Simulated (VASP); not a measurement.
A hop in Al (fcc): B between interstitial sites, in a supercell of 33 atoms. Nudged elastic band with 3 images between relaxed ends, without a climbing image, so the barrier is a lower bound. All values below come from PBE GGA, VASP's PBE PAW potentials (set 64) (plane waves; VASP). Run with PREC = Normal, LREAL = Auto, ISYM = 0, 400 eV cut-off, 2×2×2 Monkhorst-Pack mesh, first-order Methfessel-Paxton smearing of 0.10 eV, potentials Al B.

First end (POSCAR):

```
Al32B
1.0
     8.071533    0.000000    0.000000
     0.000000    8.071533    0.000000
     0.000000    0.000000    8.071533
Al B
32 1
Direct
     0.505112    0.999848    0.999990
     0.749990    0.244417    0.000083
     0.749567    0.999466    0.244571
     0.994437    0.999358    0.000066
     0.249983    0.247179    0.000271
     0.502062    0.499739    0.999933
     0.749680    0.754816    0.999892
     0.249948    0.999522    0.247871
     0.502395    0.246803    0.247535
     0.749274    0.499584    0.247283
     0.502988    0.999484    0.500152
     0.750234    0.246789    0.499916
     0.749953    0.999868    0.755347
     0.996912    0.499587    0.000034
     0.249740    0.752212    0.000540
     0.997092    0.246458    0.247241
     0.249075    0.499382    0.237456
     0.502479    0.752434    0.247547
     0.997937    0.999386    0.499900
     0.250569    0.237395    0.500785
     0.512357    0.499760    0.500231
     0.750142    0.752127    0.500031
     0.249889    0.999667    0.753210
     0.502927    0.247333    0.752686
     0.749954    0.499519    0.752301
     0.996998    0.752312    0.247459
     0.987180    0.499204    0.499280
     0.250623    0.762401    0.500833
     0.997348    0.246806    0.752736
     0.249228    0.500012    0.762921
     0.502681    0.752582    0.752852
     0.997068    0.752406    0.752712
     0.249819    0.499680    0.500107
```

Last end:

```
Al32B
1.0
     8.071533    0.000000    0.000000
     0.000000    8.071533    0.000000
     0.000000    0.000000    8.071533
Al B
32 1
Direct
     0.499841    0.997355    0.999869
     0.752405    0.249701    0.000096
     0.752683    0.996695    0.247281
     0.999907    0.993981    0.000226
     0.247211    0.249560    0.000019
     0.499672    0.502368    1.000286
     0.754843    0.749388    0.999880
     0.247418    0.996822    0.247631
     0.499544    0.249510    0.237650
     0.752455    0.502288    0.247261
     0.500273    0.987440    0.500484
     0.762760    0.248846    0.499472
     0.752905    0.997065    0.752795
     0.999613    0.504887    0.000130
     0.244130    0.749613    0.000164
     1.000253    0.249365    0.247411
     0.247006    0.502372    0.247609
     0.499647    0.750006    0.247459
     1.000388    0.996653    0.500014
     0.237633    0.249387    0.500562
     0.499447    0.512513    0.500093
     0.752419    0.749614    0.500119
     0.247291    0.997011    0.752800
     0.499946    0.250448    0.762971
     0.752572    0.502127    0.752603
     0.999660    0.749501    0.244747
     0.999912    0.501884    0.500056
     0.247254    0.749711    0.500205
     0.999772    0.249580    0.752507
     0.247005    0.502570    0.753013
     0.499915    0.749748    0.752733
     0.999688    0.749597    0.755459
     0.500171    0.249930    0.500168
```

Predict the energy profile and the barrier.

```csv
image,path length (Å),E − E(first end) (eV)
0,0.00,0.000
1,1.23,0.432
2,2.46,1.247
3,3.69,0.432
4,4.92,0.000
```
The highest image is number 2 (counting the first end as 0), 2.46 Å along the path. The barrier is 1.25 eV forward and 1.25 eV back; the ends differ by 0.00 eV.

The cell is a supercell with a defect, built from Al (fcc): B between interstitial sites. The run is not spin-polarised, so no state with unpaired spins was tried.
